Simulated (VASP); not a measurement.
A convergence study with VASP on PbSe (rock salt): one setting is varied, all else stays as given below, so the limit is that of these other settings.

```
PbSe
1.0
    0.00000     3.06000     3.06000
    3.06000     0.00000     3.06000
    3.06000     3.06000     0.00000
Pb Se
1 1
Direct
  0.00000   0.00000   0.00000
  0.50000   0.50000   0.50000
```

Calculation: PBE GGA, VASP's PBE PAW potentials (set 64) (plane waves; VASP). The tightest run used: 550 eV cut-off, 12×12×12 Monkhorst-Pack mesh, Gaussian smearing of 0.050 eV, potentials Pb_d Se.

The reference is 12×12×12 mesh, which took about 2 core-minutes. Times come from single runs on busy shared machines, so they are rough: good to a factor of about 2.

Of the settings 1×1×1 mesh; 2×2×2 mesh; 3×3×3 mesh; 4×4×4 mesh; 5×5×5 mesh; 6×6×6 mesh; 7×7×7 mesh; 8×8×8 mesh; 9×9×9 mesh; 10×10×10 mesh; 11×11×11 mesh; 12×12×12 mesh, which is the lowest that keeps the difference from the reference in E (eV/atom) within 0.001 from there on, and what does it cost?

8×8×8 mesh; its cost over the reference is about 1/3.
```csv
setting,difference in E (eV/atom),cost over the reference
1×1×1 mesh,2.3685,about 1/20
2×2×2 mesh,0.2892,about 1/20
3×3×3 mesh,0.0578,about 1/20
4×4×4 mesh,0.0088,about 1/10
5×5×5 mesh,0.0063,about 1/10
6×6×6 mesh,0.0000,about 1/5
7×7×7 mesh,0.0014,about 1/7
8×8×8 mesh,0.0000,about 1/3
9×9×9 mesh,0.0005,about 1/4
10×10×10 mesh,0.0000,within a factor of 2
11×11×11 mesh,0.0002,about 1/3
12×12×12 mesh,0.0000,reference
```

Left out are rungs that failed or repeat a setting and relaxations that didn't move; long series are thinned to 24 rows.

The compound is PbSe in the rock salt structure. The cell was not relaxed at this level.
